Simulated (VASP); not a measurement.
Calculation: PBE GGA, VASP's PBE PAW potentials (set 64) (plane waves; VASP).

VASP ran on this input.

### POSCAR
```
CdTe
1.0
  0.0000000000   3.2400000000   3.2400000000
  3.2400000000   0.0000000000   3.2400000000
  3.2400000000   3.2400000000   0.0000000000
Cd Te
1 1
direct
  0.0000000000   0.0000000000   0.0000000000
  0.2500000000   0.2500000000   0.2500000000
```

INCAR:
```
SYSTEM = CdTe
PREC = Accurate; ENCUT = 480; LREAL = .False.
LASPH = .True.
EDIFF = 1E-6; NELM = 100; ALGO = Normal
LMAXMIX = 4
ISMEAR = 0; SIGMA = 0.05
GGA = PE
IBRION = 2; NSW = 60; ISIF = 3
EDIFFG = -0.01
LWAVE = .False.; LCHARG = .False.
```

### KPOINTS
```
Automatic mesh
0
Gamma
6 6 6
0 0 0
```

POTCAR, in this order: Cd Te (PBE.64 set). Program: vasp_std.

The run wrote:

### OSZICAR
```
       N       E                     dE             d eps       ncg     rms          rms(c)
DAV:   1     0.100377108475E+03    0.10038E+03   -0.81439E+03   416   0.113E+03
DAV:   2    -0.960358451945E+00   -0.10134E+03   -0.97532E+02   456   0.270E+02
DAV:   3    -0.496116144162E+01   -0.40008E+01   -0.39911E+01   506   0.574E+01
DAV:   4    -0.499998144665E+01   -0.38820E-01   -0.38816E-01   571   0.489E+00
DAV:   5    -0.500008257593E+01   -0.10113E-03   -0.10113E-03   506   0.241E-01    0.583E+00
DAV:   6    -0.478363791667E+01    0.21644E+00   -0.46076E-01   456   0.903E+00    0.469E+00
DAV:   7    -0.476811903241E+01    0.15519E-01   -0.12369E-01   466   0.261E+00    0.178E+00
DAV:   8    -0.476887924741E+01   -0.76022E-03   -0.11147E-02   431   0.147E+00    0.520E-01
DAV:   9    -0.476920726038E+01   -0.32801E-03   -0.97100E-04   494   0.371E-01    0.125E-01
DAV:  10    -0.476927650439E+01   -0.69244E-04   -0.13188E-04   446   0.117E-01    0.538E-02
DAV:  11    -0.476931862947E+01   -0.42125E-04   -0.83161E-05   444   0.692E-02    0.345E-02
DAV:  12    -0.476931742347E+01    0.12060E-05   -0.34119E-06   476   0.189E-02    0.205E-02
DAV:  13    -0.476931717603E+01    0.24743E-06   -0.67240E-07   308   0.464E-03
   1 F= -.47693172E+01 E0= -.47693172E+01  d E =-.476932E+01
       N       E                     dE             d eps       ncg     rms          rms(c)
DAV:   1    -0.588024674252E+01   -0.11109E+01   -0.23721E+01   456   0.654E+01    0.967E+00
DAV:   2    -0.494495741338E+01    0.93529E+00   -0.22728E+00   436   0.256E+01    0.315E+00
DAV:   3    -0.482767058710E+01    0.11729E+00   -0.24737E-01   441   0.587E+00    0.285E+00
DAV:   4    -0.480412945655E+01    0.23541E-01   -0.35302E-02   451   0.129E+00    0.635E-01
DAV:   5    -0.480315271854E+01    0.97674E-03   -0.22280E-03   434   0.509E-01    0.305E-01
DAV:   6    -0.480312754370E+01    0.25175E-04   -0.89131E-04   431   0.290E-01    0.727E-02
DAV:   7    -0.480315137999E+01   -0.23836E-04   -0.12021E-04   486   0.149E-01    0.284E-02
DAV:   8    -0.480316942887E+01   -0.18049E-04   -0.28290E-05   436   0.485E-02    0.632E-03
DAV:   9    -0.480317088417E+01   -0.14553E-05   -0.55642E-06   491   0.326E-02    0.338E-03
DAV:  10    -0.480317122465E+01   -0.34048E-06   -0.51340E-07   328   0.586E-03
   2 F= -.48031712E+01 E0= -.48031712E+01  d E =-.338540E-01
       N       E                     dE             d eps       ncg     rms          rms(c)
DAV:   1    -0.485911563796E+01   -0.55945E-01   -0.11087E+00   456   0.135E+01    0.167E+00
DAV:   2    -0.481120172563E+01    0.47914E-01   -0.13389E-01   446   0.559E+00    0.525E-01
DAV:   3    -0.480632560785E+01    0.48761E-02   -0.12350E-02   431   0.116E+00    0.437E-01
DAV:   4    -0.480569618971E+01    0.62942E-03   -0.12204E-03   451   0.282E-01    0.855E-02
DAV:   5    -0.480567229313E+01    0.23897E-04   -0.13356E-04   426   0.149E-01    0.598E-02
DAV:   6    -0.480568040772E+01   -0.81146E-05   -0.39754E-05   434   0.664E-02    0.181E-02
DAV:   7    -0.480567901202E+01    0.13957E-05   -0.27693E-06   439   0.197E-02    0.446E-03
DAV:   8    -0.480567948287E+01   -0.47085E-06   -0.75687E-07   313   0.651E-03
   3 F= -.48056795E+01 E0= -.48056795E+01  d E =-.363623E-01
```

File OUTCAR:
```
------------------------ aborting loop because EDIFF is reached ----------------------------------------
  FORCE on cell =-STRESS in cart. coord.  units (eV):
  Direction    XX          YY          ZZ          XY          YZ          ZX
  --------------------------------------------------------------------------------------
  Total        0.0037521      0.0037521      0.0037521     -0.0000000     -0.0000000     -0.0000000
  in kB        0.0828429      0.0828429      0.0828429     -0.0000000     -0.0000000     -0.0000000
  external PRESSURE =       0.0828429 kB  Pullay stress =       0.0000000 kB
  volume of cell :       72.56
      direct lattice vectors                 reciprocal lattice vectors
    -0.000000000  3.310536820  3.310536820    -0.151032907  0.151032907  0.151032907
     3.310536820  0.000000000  3.310536820     0.151032907 -0.151032907  0.151032907
     3.310536820  3.310536820  0.000000000     0.151032907  0.151032907 -0.151032907
  FREE ENERGIE OF THE ION-ELECTRON SYSTEM (eV)
  ---------------------------------------------------
  free  energy   TOTEN  =        -4.8056794829 eV

  energy  without entropy=       -4.8056794829  energy(sigma->0) =       -4.80567948

 reached required accuracy - stopping structural energy minimisation
```
(Selected blocks of OUTCAR.)

**CONTCAR**
```
CdTe
   1.00000000000000
    -0.0000000000000000    3.3105368197568694    3.3105368197568694
     3.3105368197568694    0.0000000000000000    3.3105368197568694
     3.3105368197568694    3.3105368197568694    0.0000000000000000
  Cd              Te
     1     1
Direct
     0.0000000000000000    0.0000000000000000    0.0000000000000000
     0.2500000000000000    0.2500000000000000    0.2500000000000000
```

Energy and stress use the plane-wave basis of the starting cell.

The compound is CdTe in the zinc blende structure. This run relaxes it. Symmetry was kept, so distortions that lower it aren't found.
